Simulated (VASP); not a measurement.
Level of theory: optB88-vdW, VASP's PBE PAW potentials (set 64) (plane waves; VASP).

Input for VASP

**POSCAR**
```
Au
1
    0.0000000000     2.0372859449     2.0372859449
    2.0372859449     0.0000000000     2.0372859449
    2.0372859449     2.0372859449     0.0000000000
Au
1
Direct
  0.0000000000   0.0000000000   0.0000000000
```

File KPOINTS:
```
Automatic
0
G
  15 15 15
```

**INCAR**
```
# general
SYSTEM    =  Au
PREC      =  Accurate
ENCUT     =  520   # plane-wave cut-off (eV)
LREAL     =  .False.   # projection in real space or not
LASPH     =  .True.

# electronic loop
EDIFF     =  1E-7
NELM      =  100   # most electronic steps
ALGO      =  Normal   # blocked Davidson
LMAXMIX   =  6

# smearing
ISMEAR    =  1
SIGMA     =  0.1

# functional
GGA       =  BO
LUSE_VDW  =  .True.
AGGAC     =  0.0
PARAM1    =  0.1833333333
PARAM2    =  0.22

# ions
ISIF      =  2   # forces and stress, cell fixed

# output
LWAVE     =  .False.
LCHARG    =  .False.
```

POTCAR, in this order: Au (PBE.64 set). Program: vasp_std.

Output

### OUTCAR
```
 ion  position               nearest neighbor table
   1  0.000  0.000  0.000-
  LATTYP: Found a face centered cubic cell.
 ALAT       =     4.0745718898
 Subroutine PRICEL returns:
 Original cell was already a primitive cell.
 Subroutine GETGRP returns: Found 48 space group operations
The static configuration has the point symmetry O_h .
The dynamic configuration has the point symmetry O_h .
 Subroutine INISYM returns: Found 48 space group operations
 Subroutine IBZKPT returns following result:
 Found    120 irreducible k-points:

 Following reciprocal coordinates:
            Coordinates               Weight
  0.000000  0.000000  0.000000      1.000000
  0.066667  0.000000  0.000000      8.000000
  0.133333  0.000000  0.000000      8.000000
  0.200000  0.000000  0.000000      8.000000
  0.266667  0.000000  0.000000      8.000000
  0.333333  0.000000  0.000000      8.000000
  0.400000  0.000000  0.000000      8.000000
  0.466667  0.000000  0.000000      8.000000
  0.066667  0.066667  0.000000      6.000000
  0.133333  0.066667  0.000000     24.000000
  0.200000  0.066667  0.000000     24.000000
  0.266667  0.066667  0.000000     24.000000
  0.333333  0.066667  0.000000     24.000000
  0.400000  0.066667  0.000000     24.000000
  0.466667  0.066667  0.000000     24.000000
 -0.466667  0.066667  0.000000     24.000000
 -0.400000  0.066667  0.000000     24.000000
 -0.333333  0.066667  0.000000     24.000000
 -0.266667  0.066667  0.000000     24.000000
 -0.200000  0.066667  0.000000     24.000000
 -0.133333  0.066667  0.000000     24.000000
 -0.066667  0.066667  0.000000     12.000000
  0.133333  0.133333  0.000000      6.000000
  0.200000  0.133333  0.000000     24.000000
  0.266667  0.133333  0.000000     24.000000
...
```

**OSZICAR**
```
       N       E                     dE             d eps       ncg     rms          rms(c)
DAV:   1     0.459785546107E+02    0.45979E+02   -0.58164E+03  2328   0.109E+03
DAV:   2    -0.425725973073E+00   -0.46404E+02   -0.43627E+02  2241   0.201E+02
DAV:   3    -0.804416478413E+00   -0.37869E+00   -0.37853E+00  2538   0.194E+01
DAV:   4    -0.805510439808E+00   -0.10940E-02   -0.10939E-02  2467   0.109E+00
DAV:   5    -0.805517406669E+00   -0.69669E-05   -0.69677E-05  2435   0.821E-02    0.941E+00
DAV:   6    -0.572379519699E+00    0.23314E+00   -0.73887E-01  2193   0.842E+00    0.593E+00
DAV:   7    -0.553195239623E+00    0.19184E-01   -0.69486E-02  2338   0.254E+00    0.270E+00
DAV:   8    -0.550657029691E+00    0.25382E-02   -0.21940E-03  2325   0.542E-01    0.218E-01
DAV:   9    -0.550650248135E+00    0.67816E-05   -0.11642E-05  2425   0.399E-02    0.895E-03
DAV:  10    -0.550654978009E+00   -0.47299E-05   -0.30145E-06  2323   0.238E-02    0.208E-03
DAV:  11    -0.550654946701E+00    0.31308E-07   -0.35108E-08  1817   0.188E-03
   1 F= -.55065495E+00 E0= -.55049063E+00  d E =-.492944E-03
```

OUTCAR:
```
------------------------ aborting loop because EDIFF is reached ----------------------------------------
  FORCE on cell =-STRESS in cart. coord.  units (eV):
  Direction    XX          YY          ZZ          XY          YZ          ZX
  --------------------------------------------------------------------------------------
  Total        1.1154648      1.1154648      1.1154648      0.0000000     -0.0000000      0.0000000
  in kB      105.6770061    105.6770061    105.6770061      0.0000000     -0.0000000      0.0000000
  external PRESSURE =     105.6770061 kB  Pullay stress =       0.0000000 kB
  volume of cell :       16.91
      direct lattice vectors                 reciprocal lattice vectors
     0.000000000  2.037285945  2.037285945    -0.245424557  0.245424557  0.245424557
     2.037285945  0.000000000  2.037285945     0.245424557 -0.245424557  0.245424557
     2.037285945  2.037285945  0.000000000     0.245424557  0.245424557 -0.245424557
 POSITION                                       TOTAL-FORCE (eV/Angst)
 -----------------------------------------------------------------------------------
      0.00000      0.00000      0.00000        -0.000000     -0.000000     -0.000000
 -----------------------------------------------------------------------------------
    total drift:                               -0.000000     -0.000000     -0.000000
  FREE ENERGIE OF THE ION-ELECTRON SYSTEM (eV)
  ---------------------------------------------------
  free  energy   TOTEN  =        -0.5506549467 eV

  energy  without entropy=       -0.5501620023  energy(sigma->0) =       -0.55049063
```
(Selected blocks of OUTCAR.)

The compound is Au in the fcc structure. This cell is one point of a volume scan, at 0.94 of the reference volume.
